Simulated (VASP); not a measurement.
OSZICAR of a VASP run on CsSnI₃ (cubic perovskite):

**OSZICAR**
```
       N       E                     dE             d eps       ncg     rms          rms(c)
DAV:   1     0.456248640867E+03    0.45625E+03   -0.18748E+04   520   0.156E+03
DAV:   2     0.126328490496E+03   -0.32992E+03   -0.32350E+03   624   0.334E+02
DAV:   3     0.820338074898E+02   -0.44295E+02   -0.43427E+02   642   0.134E+02
DAV:   4     0.801281987287E+02   -0.19056E+01   -0.19013E+01   622   0.304E+01
DAV:   5     0.800762282001E+02   -0.51971E-01   -0.51946E-01   806   0.510E+00    0.639E+00
DAV:   6     0.828368592973E+02    0.27606E+01   -0.11868E+01   604   0.431E+01    0.305E+00
DAV:   7     0.856721499538E+02    0.28353E+01   -0.31087E+00   544   0.142E+01    0.138E+00
DAV:   8     0.858125796141E+02    0.14043E+00   -0.44687E-01   582   0.734E+00    0.139E+00
DAV:   9     0.857335894616E+02   -0.78990E-01   -0.62435E-01   600   0.628E+00    0.796E-01
DAV:  10     0.856990861163E+02   -0.34503E-01   -0.85201E-02   562   0.289E+00    0.670E-01
DAV:  11     0.856918789351E+02   -0.72072E-02   -0.73263E-03   636   0.877E-01    0.485E-01
DAV:  12     0.856934208243E+02    0.15419E-02   -0.16013E-02   538   0.813E-01    0.104E-01
DAV:  13     0.856922953803E+02   -0.11254E-02   -0.27860E-03   600   0.342E-01    0.125E-01
DAV:  14     0.856924120204E+02    0.11664E-03   -0.84786E-05   702   0.710E-02    0.173E-01
DAV:  15     0.856921921754E+02   -0.21985E-03   -0.89297E-04   536   0.284E-01    0.625E-02
DAV:  16     0.856920486044E+02   -0.14357E-03   -0.89367E-05   588   0.785E-02    0.480E-02
DAV:  17     0.856920343111E+02   -0.14293E-04   -0.10109E-05   608   0.258E-02    0.263E-02
DAV:  18     0.856920374893E+02    0.31782E-05   -0.21889E-05   540   0.451E-02    0.483E-03
DAV:  19     0.856920235244E+02   -0.13965E-04   -0.76658E-06   624   0.271E-02    0.969E-03
DAV:  20     0.856920228489E+02   -0.67550E-06   -0.87542E-07   592   0.770E-03    0.670E-03
DAV:  21     0.856920224849E+02   -0.36400E-06   -0.17972E-07   462   0.352E-03    0.359E-03
DAV:  22     0.856920225177E+02    0.32820E-07   -0.31917E-08   320   0.165E-03
   1 F= 0.85692023E+02 E0= 0.85692023E+02  d E =-.353333E-07
```

Question: Which electronic solver shows in the log?

Answer: It is blocked Davidson (ALGO = Normal, or the opening steps of other solvers). The INCAR had ALGO = Normal.

Question: Can the final energy be trusted as converged?

Answer: The calculation finished and met its thresholds. It stopped with EDIFF = 1E-7, NELM = 100 (revTPSS meta-GGA, plane waves, VASP's PBE PAW potentials (set 64)).

The compound is CsSnI3 in the cubic perovskite structure, the ideal cubic form; the compound distorts at low or room temperature. It was relaxed first.
